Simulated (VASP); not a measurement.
Energy against volume of KZnF3 (cubic perovskite). All values below come from revPBE GGA, VASP's PBE PAW potentials (set 64) (plane waves; VASP). Settings: 520 eV cut-off, 5×5×5 Γ-centred mesh, Gaussian smearing of 0.050 eV, potentials K_sv Zn F.

```tsv
V (Å³/atom)	E (eV/atom)
14.297	-3.81551
14.740	-3.81930
15.182	-3.81792
15.624	-3.81217
```

Task: Fit these four points and predict the energy of the run at 13.855 Å³/atom.

Result: A cubic in V^(−2/3), the third-order Birch-Murnaghan form, passes through the four points with V0 = 14.83 Å³/atom and B0 = 60 GPa, and gives -3.8056 eV/atom there. The run gave -3.8056 eV/atom, +0.0 meV/atom from the fit; all five points give B0 = 60 GPa.

The compound is KZnF3 in the cubic perovskite structure. It was relaxed first, which changed the volume by +12 %.
